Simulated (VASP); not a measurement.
Set up this calculation in VASP 6.6.1, as the native input.

| Quantity | Value |
| --- | --- |
| Task | single point |
| Functional | PBE |
| Potentials or basis | VASP PAW PBE potentials, release 64 (Al, Sn_d) |
| Cutoff | 520 eV |
| k mesh | 15 × 15 × 14 |
| Occupations | gaussian, width 0.15 eV |
| Spin | no spin polarisation |
| Dipole correction | no |
| Further INCAR settings | ALGO = Fast; EDIFF = 1e-06; NBANDS = 16 |

The structure of AlSn lies in POSCAR:

```
AlSn
1.0
    4.1981056157      0.0000000000      0.0000000000
   -2.0990528078      3.6356661109      0.0000000000
    0.0000000000      0.0000000000      3.3068470000
Al Sn
1 1
Direct
    0.0000000000      0.0000000000      0.0000000000
    0.3333333333      0.6666666667      0.5000000000
```

The cell comes from a database or a generator and needn't be the stable form of this composition.

The input as run:

INCAR

```
SYSTEM = AlSn
  PREC = Accurate
  ENCUT = 520
  EDIFF = 1E-6
  ISMEAR = 0
  SIGMA = 0.15
  LREAL = .FALSE.
  LASPH = .TRUE.
  NELM = 100
  ALGO = Fast
  ISIF = 2
  LWAVE = .FALSE.
  LCHARG = .FALSE.
  GGA = PE
  NBANDS = 16
```

KPOINTS

```
regular mesh
0
G
  15 15 14
  0 0 0
```

Potentials or basis: VASP PAW PBE potentials, release 64 (Al, Sn_d).

Launch:

```console
$ cat potpaw_PBE.64/Al/POTCAR potpaw_PBE.64/Sn_d/POTCAR > POTCAR
$ mpirun -np 1 vasp_std > vasp.out
```

It gave:

```yaml
Pressure: -0.1 GPa
Band_gap_on_the_k_mesh: none (metal or under the smearing width)
```

It took 69 s on 1 thread of Intel(R) Xeon(R) Platinum 8559C (Emerald Rapids) (shared host), peak memory 0.3 GiB.
